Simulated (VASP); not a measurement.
Input:

```yaml
crystal:
  lattice:
    - [-1.58175, 1.58175, 1.58175]
    - [1.58175, -1.58175, 1.58175]
    - [1.58175, 1.58175, -1.58175]
  atoms:
    - { symbol: W, position: [0.00000, 0.00000, 0.00000] }
```

Calculation: PBE GGA with D4 dispersion, VASP's PBE PAW potentials (set 64) (plane waves; VASP). Numerical set-up: 520 eV cut-off, Gaussian smearing of 0.050 eV, potentials W_sv.

### Question
Give the energies of bands 5 to 10 at the high-symmetry points, in eV from the Fermi level.

### Answer

```tsv
band	Γ	H	N	P
5	-9.68	-5.88	-6.32	-3.00
6	-1.27	-5.88	-3.61	-3.00
7	-1.27	5.14	0.65	-3.00
8	-1.27	5.14	2.12	3.27
9	2.23	5.14	3.11	3.27
10	2.23	8.23	6.13	6.60
```

It has no gap at this level: it comes out as a metal or semimetal.

The compound is W in the bcc structure. It was relaxed first.
